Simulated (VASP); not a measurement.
# Band gap of P at several levels of theory, part 2 of 2

Aim: the gap of P on one structure at many levels of theory. The starting structure is a measured crystal structure from the Crystallography Open Database. Cell and atoms stay as given. Meshes and data sets differ where the inputs say so.

VASP 6.6.1.

Results so far: LDA no gap; PBE no gap; r2SCAN no gap.

### 5. Bands with TB-mBJ

Level of this step: TB-mBJ; plane waves and PAW (P) (VASP).

TB-mBJ is a local potential fitted to gaps: it costs far less than a hybrid but gives no energy. Its energies, forces and stress mean nothing.

Contents of INCAR:

```
SYSTEM = P
PREC = Accurate
ENCUT = 350
EDIFF = 1E-06
NELM = 150
ISMEAR = 0
SIGMA = 0.03
LREAL = .FALSE.
ALGO = Normal
METAGGA = MBJ
LASPH = .TRUE.
NBANDS = 24
LORBIT = 11
LWAVE = .FALSE.
LCHARG = .FALSE.
KPAR = 8
```

Contents of POSCAR:

```
P
1.0
    1.6582000000     -5.2420000000      0.0000000000
    1.6582000000      5.2420000000      0.0000000000
    0.0000000000      0.0000000000      4.3793000000
P
4
Direct
    0.3983800000      0.6016200000      0.4193200000
    0.1016200000      0.8983800000      0.9193200000
    0.6016200000      0.3983800000      0.5806800000
    0.8983800000      0.1016200000      0.0806800000
```

Contents of KPOINTS:

```
Automatic mesh
0
Gamma
8 8 6
0 0 0
```

Contents of KPOINTS_OPT:

```
Line mode
10
Line-mode
Reciprocal
  0.00000000   0.00000000   0.00000000 GAMMA
  0.27501611   0.27501611   0.00000000 X

  0.27501611   0.27501611   0.00000000 X
  0.00000000   0.50000000   0.00000000 S

  0.00000000   0.50000000   0.00000000 S
  0.00000000   0.50000000   0.50000000 R

  0.00000000   0.50000000   0.50000000 R
  0.27501611   0.27501611   0.50000000 A

  0.27501611   0.27501611   0.50000000 A
  0.00000000   0.00000000   0.50000000 Z

  0.00000000   0.00000000   0.50000000 Z
  0.00000000   0.00000000   0.00000000 GAMMA

  0.00000000   0.00000000   0.00000000 GAMMA
 -0.50000000   0.50000000   0.00000000 Y

 -0.50000000   0.50000000   0.00000000 Y
 -0.27501611   0.72498389   0.00000000 X1

 -0.27501611   0.72498389   0.00000000 X1
 -0.27501611   0.72498389   0.50000000 A1

 -0.27501611   0.72498389   0.50000000 A1
 -0.50000000   0.50000000   0.50000000 T

 -0.50000000   0.50000000   0.50000000 T
 -0.50000000   0.50000000   0.00000000 Y

  0.00000000   0.00000000   0.50000000 Z
 -0.50000000   0.50000000   0.50000000 T
```

The projector-augmented-wave data sets are P (PBE family, release 64).

Started as:

```console
$ mpirun -np 8 vasp_std
```

Numbers of over 12 decimals in the logs are rounded to 6 here.

What it wrote:

```text
[banner, memory and clock lines left out]
running    8 mpi-ranks, on    1 nodes
[...]
[... a notice as in an earlier step ...]

 [... a notice as in an earlier step ...]

 LDA part: xc-table for (None), standard interpolation
 POSCAR, INCAR and KPOINTS ok, starting setup
[...]
entering main loop
       N       E                     dE             d eps       ncg     rms          rms(c)
DAV:   1     0.163367866881E+03    0.16337E+03   -0.62009E+03  4032   0.513E+02
DAV:   2     0.108140168099E+03   -0.55228E+02   -0.52554E+02  5296   0.110E+02
DAV:   3     0.105913422936E+03   -0.22267E+01   -0.22131E+01  5248   0.199E+01
DAV:   4     0.105900536525E+03   -0.12886E-01   -0.12885E-01  4784   0.189E+00
[...]
DAV:  26     0.109856878623E+03   -0.16845E-04   -0.37580E-10  2216   0.946E-05    0.107E-04
DAV:  27     0.109856851920E+03   -0.26703E-04   -0.16263E-10  2200   0.782E-05    0.294E-05
DAV:  28     0.109856852308E+03    0.38753E-06   -0.13242E-10  2200   0.549E-05
   1 F= 0.10985685E+03 E0= 0.10985685E+03  d E =-.166930E-07
 Start KPOINTS_OPT (optional k-point list driver)
k-point batch [1-84\120]
       N       E                     dE             ncg
DAV:   1     0.419947279412E+04   -0.30990E+05     4032
DAV:   2    -0.601104603418E+03   -0.48006E+04     5256
DAV:   3    -0.793383921150E+03   -0.19228E+03     5336
DAV:   4    -0.794556658119E+03   -0.11727E+01     4824
DAV:   5    -0.794566144817E+03   -0.94867E-02     5400
DAV:   6    -0.794566257211E+03   -0.11239E-03     4864
DAV:   7    -0.794566258637E+03   -0.14259E-05     4712
DAV:   8    -0.794566258795E+03   -0.15800E-06     3520
k-point batch [85-120\120]
       N       E                     dE             ncg
DAV:   1     0.183165733709E+05   -0.13825E+05     1728
DAV:   2     0.161965841280E+05   -0.21200E+04     2224
DAV:   3     0.161072136166E+05   -0.89371E+02     2248
DAV:   4     0.161066724064E+05   -0.54121E+00     2008
DAV:   5     0.161066679255E+05   -0.44810E-02     2272
DAV:   6     0.161066678703E+05   -0.55117E-04     2040
DAV:   7     0.161066678696E+05   -0.71163E-06     1968
```

The job ended after 20 s (8 MPI ranks of Intel Xeon 6975P-C (Granite Rapids), shared host; peak memory 2.2 GiB).

OUTCAR, selected parts (step 5):

```text
  Total       15.5949207     13.3050541     13.7702645      0.0000000     -0.0000000      0.0000000
  in kB      328.1898404    280.0003714    289.7905670      0.0000000     -0.0000000      0.0000000
  external PRESSURE =     299.3269263 kB  Pullay stress =       0.0000000 kB

 POSITION                                       TOTAL-FORCE (eV/Angst)
 -----------------------------------------------------------------------------------
      1.65820      1.06538      1.83633         0.000000      1.106373      0.793851
      1.65820      4.17662      4.02598         0.000000     -1.106373      0.793851
      1.65820     -1.06538      2.54297         0.000000     -1.106373     -0.793851
      1.65820     -4.17662      0.35332         0.000000      1.106373     -0.793851
 -----------------------------------------------------------------------------------
    total drift:                               -0.000000      0.000000      0.000000

  FREE ENERGIE OF THE ION-ELECTRON SYSTEM (eV)
  ---------------------------------------------------
  free  energy   TOTEN  =       109.8568523077 eV

  energy  without entropy=      109.8568523244  energy(sigma->0) =      109.85685232

[... 2 parts as in an earlier step ...]

[... 1 further part left out ...]
[key lines of the parts left out:]
E-fermi :   6.6936
```

TB-mBJ gives a direct gap of 0.176 eV.

### 6. Bands with HSE06

HSE06 mixes in a quarter of exact exchange at short range, at far higher cost; in semiconductors this cures much of the gap error, while metals seldom gain. This run uses a 5×5×3 mesh. Its starting orbitals come from a semilocal run on the same mesh, not shown.

Contents of INCAR:

```
SYSTEM = P
PREC = Accurate
ENCUT = 350
EDIFF = 1E-06
NELM = 100
ISMEAR = 0
SIGMA = 0.03
LREAL = .FALSE.
ALGO = Normal
LHFCALC = .TRUE.
AEXX = 0.25
GGA = PE
HFSCREEN = 0.2
LASPH = .TRUE.
NBANDS = 16
PRECFOCK = Fast
LORBIT = 11
LWAVE = .FALSE.
LCHARG = .FALSE.
KPAR = 8
```

POSCAR is that of step 5.

Contents of KPOINTS:

```
Automatic mesh
0
Gamma
5 5 3
0 0 0
```

KPOINTS_OPT is that of step 5.

Started as:

```console
$ mpirun -np 8 vasp_std
```

What it wrote:

```text
[banner, memory and clock lines left out]
running    8 mpi-ranks, on    1 nodes
[...]
[... a notice as in an earlier step ...]

 LDA part: xc-table for (Slater+PW92), standard interpolation
 found WAVECAR, reading the header
 POSCAR, INCAR and KPOINTS ok, starting setup
[...]
reading WAVECAR
 the WAVECAR file was read successfully
 initial charge from wavefunction
 entering main loop
       N       E                     dE             d eps       ncg     rms          rms(c)
DAV:   1    -0.257493671040E+02   -0.25749E+02   -0.16351E+00   584   0.874E+00    0.432E+00
DAV:   2    -0.257642148643E+02   -0.14848E-01   -0.55226E-02   752   0.131E+00    0.282E+00
DAV:   3    -0.257614667876E+02    0.27481E-02   -0.30854E-03   752   0.328E-01    0.164E+00
DAV:   4    -0.257603551767E+02    0.11116E-02   -0.75129E-04   720   0.165E-01    0.915E-01
[...]
DAV:   8    -0.257598534467E+02    0.96122E-05   -0.67917E-06   680   0.170E-02    0.875E-02
DAV:   9    -0.257598510209E+02    0.24258E-05   -0.19595E-06   472   0.953E-03    0.494E-02
DAV:  10    -0.257598504555E+02    0.56547E-06   -0.83564E-07   416   0.645E-03
   1 F= -.25759850E+02 E0= -.25759850E+02  d E =-.200355E-24
 Start KPOINTS_OPT (optional k-point list driver)
k-point batch [1-18\120]
       N       E                     dE             ncg
DAV:   1     0.865946484550E+03   -0.64922E+04      576
DAV:   2    -0.326889339404E+03   -0.11928E+04      776
DAV:   3    -0.444150398140E+03   -0.11726E+03      720
DAV:   4    -0.445951317542E+03   -0.18009E+01      744
DAV:   5    -0.445977078107E+03   -0.25761E-01      728
DAV:   6    -0.445977528105E+03   -0.45000E-03      728
DAV:   7    -0.445977538865E+03   -0.10760E-04      712
DAV:   8    -0.445977539170E+03   -0.30582E-06      568
[...]
k-point batch [109-120\120]
       N       E                     dE             ncg
DAV:   1     0.260167223605E+04   -0.33820E+04      384
DAV:   2     0.174592297754E+04   -0.85575E+03      520
DAV:   3     0.165878367000E+04   -0.87139E+02      504
DAV:   4     0.165696195699E+04   -0.18217E+01      504
DAV:   5     0.165693163327E+04   -0.30324E-01      488
DAV:   6     0.165693095950E+04   -0.67377E-03      488
DAV:   7     0.165693094083E+04   -0.18674E-04      440
DAV:   8     0.165693094022E+04   -0.60518E-06      384
```

Wall time 3.9 min (8 MPI ranks); peak memory 2.4 GiB; 31 min of CPU time.

OUTCAR, selected parts (step 6):

```text
 POSITION                                       TOTAL-FORCE (eV/Angst)
 -----------------------------------------------------------------------------------
      1.65820      1.06538      1.83633         0.000000     -0.274390     -0.201764
      1.65820      4.17662      4.02598         0.000000      0.274390     -0.201764
      1.65820     -1.06538      2.54297         0.000000      0.274390      0.201764
      1.65820     -4.17662      0.35332         0.000000     -0.274390      0.201764
 -----------------------------------------------------------------------------------
    total drift:                               -0.000000      0.000000      0.000000

  FREE ENERGIE OF THE ION-ELECTRON SYSTEM (eV)
  ---------------------------------------------------
  free  energy   TOTEN  =       -25.7598504555 eV

  energy  without entropy=      -25.7598504555  energy(sigma->0) =      -25.75985046

[... 1 part as in an earlier step ...]

[... 2 further parts left out ...]
[key lines of the parts left out:]
E-fermi :   6.5624
```

HSE06 gives a direct gap of 0.285 eV.

### 7. Bands with PBE0

PBE0 keeps a quarter of exact exchange at all ranges; it tends to overshoot small gaps. This run uses a 5×5×3 mesh. It starts from the orbitals of an earlier run, not shown.

Edit INCAR of step 6 so:

```diff
@@ -12,3 +12,2 @@
 GGA = PE
-HFSCREEN = 0.2
 LASPH = .TRUE.
@@ -16,2 +15,3 @@
 PRECFOCK = Fast
+HFRCUT = -1
 LORBIT = 11
```

POSCAR is that of step 6.

KPOINTS is that of step 6.

KPOINTS_OPT is that of step 6.

Started as:

```console
$ mpirun -np 8 vasp_std
```

What it wrote:

```text
[banner, memory and clock lines left out]
running    8 mpi-ranks, on    1 nodes
[...]
[... a notice as in an earlier step ...]

 LDA part: xc-table for (Slater+PW92), standard interpolation
 found WAVECAR, reading the header
 POSCAR, INCAR and KPOINTS ok, starting setup
[...]
HFRCUT set to (new)   11.087844
 reading WAVECAR
 the WAVECAR file was read successfully
 initial charge from wavefunction
 entering main loop
       N       E                     dE             d eps       ncg     rms          rms(c)
DAV:   1    -0.281642814188E+02   -0.28164E+02   -0.16220E+00   584   0.878E+00    0.428E+00
DAV:   2    -0.281851937164E+02   -0.20912E-01   -0.63435E-02   752   0.135E+00    0.286E+00
DAV:   3    -0.281831025500E+02    0.20912E-02   -0.45804E-03   728   0.370E-01    0.166E+00
DAV:   4    -0.281819684071E+02    0.11341E-02   -0.83740E-04   728   0.174E-01    0.932E-01
[...]
DAV:   8    -0.281814181858E+02    0.11109E-04   -0.84171E-06   704   0.184E-02    0.899E-02
DAV:   9    -0.281814151320E+02    0.30538E-05   -0.25539E-06   552   0.104E-02    0.502E-02
DAV:  10    -0.281814143844E+02    0.74752E-06   -0.86012E-07   392   0.632E-03
   1 F= -.28181414E+02 E0= -.28181414E+02  d E =-.418071E-15
 Start KPOINTS_OPT (optional k-point list driver)
k-point batch [1-18\120]
       N       E                     dE             ncg
DAV:   1     0.760297441058E+03   -0.65978E+04      576
DAV:   2    -0.473705592419E+03   -0.12340E+04      776
DAV:   3    -0.592359810952E+03   -0.11865E+03      720
DAV:   4    -0.594093557003E+03   -0.17337E+01      744
DAV:   5    -0.594117567763E+03   -0.24011E-01      728
DAV:   6    -0.594117978125E+03   -0.41036E-03      728
DAV:   7    -0.594117988039E+03   -0.99139E-05      704
DAV:   8    -0.594117988327E+03   -0.28809E-06      552
[...]
k-point batch [109-120\120]
       N       E                     dE             ncg
DAV:   1     0.254063309909E+04   -0.34430E+04      384
DAV:   2     0.165713665215E+04   -0.88350E+03      512
DAV:   3     0.156734735414E+04   -0.89789E+02      496
DAV:   4     0.156560413434E+04   -0.17432E+01      504
DAV:   5     0.156557585867E+04   -0.28276E-01      488
DAV:   6     0.156557526507E+04   -0.59360E-03      488
DAV:   7     0.156557524975E+04   -0.15318E-04      424
DAV:   8     0.156557524930E+04   -0.45763E-06      384
```

Elapsed: 3.8 min, on 8 MPI ranks; peak memory 1.6 GiB.

Parts of OUTCAR (step 7):

```text
 POSITION                                       TOTAL-FORCE (eV/Angst)
 -----------------------------------------------------------------------------------
      1.65820      1.06538      1.83633         0.000000     -0.287966     -0.175918
      1.65820      4.17662      4.02598         0.000000      0.287966     -0.175918
      1.65820     -1.06538      2.54297         0.000000      0.287966      0.175918
      1.65820     -4.17662      0.35332         0.000000     -0.287966      0.175918
 -----------------------------------------------------------------------------------
    total drift:                                0.000000      0.000000      0.000000

  FREE ENERGIE OF THE ION-ELECTRON SYSTEM (eV)
  ---------------------------------------------------
  free  energy   TOTEN  =       -28.1814143844 eV

  energy  without entropy=      -28.1814143844  energy(sigma->0) =      -28.18141438

[... 2 parts as in an earlier step ...]

[... 1 further part left out ...]
[key lines of the parts left out:]
E-fermi :   6.0852
```

PBE0 gives a direct gap of 1.037 eV.

### 8. All runs side by side

```tsv
level	gap (eV)	least direct gap (eV)	mesh	core minutes
LDA	none	-	8×8×6	1.23
PBE	none	-	8×8×6	1.31
r2SCAN	none	-	8×8×6	4.67
TB-mBJ	0.176	0.176	8×8×6	2.67
HSE06	0.285	0.285	5×5×3	31.3
PBE0	1.037	1.037	5×5×3	30.7
```

Core minutes are wall time times ranks of the run shown, on a shared host.

### 9. Outcome

```yaml
gap_lda: no gap
gap_pbe: no gap
gap_r2scan: no gap
gap_tb_mbj: 0.176 eV
gap_hse06: 0.285 eV
gap_pbe0: 1.037 eV
```

**Reading.** Without spin-orbit coupling the gap of P runs from 0.176 eV (TB-mBJ) to 1.037 eV (PBE0), while LDA, PBE and r2SCAN give none. TB-mBJ lies -0.11 eV from HSE06, on another mesh, which alone can move a gap by some hundredths of an eV. Where a semilocal level gives no gap or a very small one, its bands may be inverted, and differences from it then say little. These are gaps between Kohn-Sham or generalised Kohn-Sham levels of a static lattice, without excitons or temperature. Further runs on this material are not shown.

[Lines on the potential files, build, host, timing and source positions are cut from VASP's logs without a mark.]

[Logs are printed without paths, hosts, clocks, repeated set-up lines and the standing remarks that a program may print on its own settings, such as how far it seeks lower states.]

[Hosts, paths, dates, database ids (printed as entryN), source tags and the programs' standing remarks are cut or masked in the printed files.]
